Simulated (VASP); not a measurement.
All values below come from r2SCAN meta-GGA, VASP's PBE PAW potentials (set 64) (plane waves; VASP 6.6.1). Each cell was relaxed at this level, without spin-orbit coupling.

### Question
Which of these comes out without a gap?
(A) AlN, P6_3mc (186)
(B) BaHfO3, Pm-3m (221)
(C) MgO, Fm-3m (225)
(D) Tc, P6_3/mmc (194)

### Answer
D, Tc, P6_3/mmc (194). The others have gaps of 4.12 eV (BaHfO3, Pm-3m (221)), 4.93 eV (AlN, P6_3mc (186)), 5.73 eV (MgO, Fm-3m (225)).
